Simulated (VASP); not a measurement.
A convergence study with VASP on Co (hcp): a few settings are varied, all else stays as given below, so the limit is that of these other settings. The cell's lengths are 1 % over those of the tabulated start and one atom is moved, so it is off equilibrium.

```
CELL_PARAMETERS angstrom
      1.26755    -2.19546     0.00000
      1.26755     2.19546     0.00000
      0.00000     0.00000     4.11070
ATOMIC_POSITIONS crystal
  Co 0.33333 0.66667 0.25000
  Co 0.69057 0.35724 0.75000
```
Starting moments (μB, in the order of the record's atoms Co Co): 1.8 1.8.

All values below come from LDA (Ceperley-Alder, Perdew-Zunger), VASP's LDA PAW potentials (set 64) (plane waves; VASP 6.6.1). The last row used: 900 eV cut-off, 14×14×8 Γ-centred mesh, first-order Methfessel-Paxton smearing of 0.10 eV, potentials Co_sv.

Energies of different potentials or hybrids have different zeros.

```csv
setting,E (eV/atom),pressure (GPa),largest force (eV/Å),moment (μB),plane waves
"ENCUT = 300, POTCAR Co",___,___,___,3.090,287
"ENCUT = 400, POTCAR Co",-7.9825,-27.97,0.116,3.089,428
"ENCUT = 520, POTCAR Co",-7.9806,-27.51,0.116,3.088,640
"ENCUT = 700, POTCAR Co",-7.9803,-27.53,0.116,3.088,989
"ENCUT = 900, POTCAR Co",-7.9802,-27.53,0.116,3.088,1424
"ENCUT = 300, POTCAR Co_pv",-7.9868,-28.12,0.117,3.091,287
"ENCUT = 400, POTCAR Co_pv",-7.9774,-28.34,0.118,3.090,428
"ENCUT = 520, POTCAR Co_pv",-7.9777,-26.91,0.118,3.088,640
"ENCUT = 700, POTCAR Co_pv",-7.9775,-26.95,0.118,3.088,989
"ENCUT = 900, POTCAR Co_pv",-7.9776,-26.86,0.118,3.088,1424
"ENCUT = 300, POTCAR Co_sv",-5.6069,-557.39,0.189,3.043,287
"ENCUT = 400, POTCAR Co_sv",-8.0215,-36.78,0.116,3.106,428
"ENCUT = 520, POTCAR Co_sv",-8.0273,-30.35,0.118,3.108,640
"ENCUT = 700, POTCAR Co_sv",___,___,0.117,3.108,989
"ENCUT = 900, POTCAR Co_sv",-8.0392,-27.35,0.118,3.108,1424
```

Problem. Fill in the missing entries.

Solution. 
- ENCUT = 300, POTCAR Co, E (eV/atom): -7.9919
- ENCUT = 300, POTCAR Co, pressure (GPa): -27.76
- ENCUT = 300, POTCAR Co, largest force (eV/Å): 0.115
- ENCUT = 700, POTCAR Co_sv, E (eV/atom): -8.0385
- ENCUT = 700, POTCAR Co_sv, pressure (GPa): -27.87

Left out are rungs that failed or repeat a setting and relaxations that didn't move; long series are thinned to 24 rows.

The compound is Co in the hcp structure. The cell was not relaxed at this level, it is distorted from the ideal structure. The spin order is the one that the start imposed; others were not tried in this run.
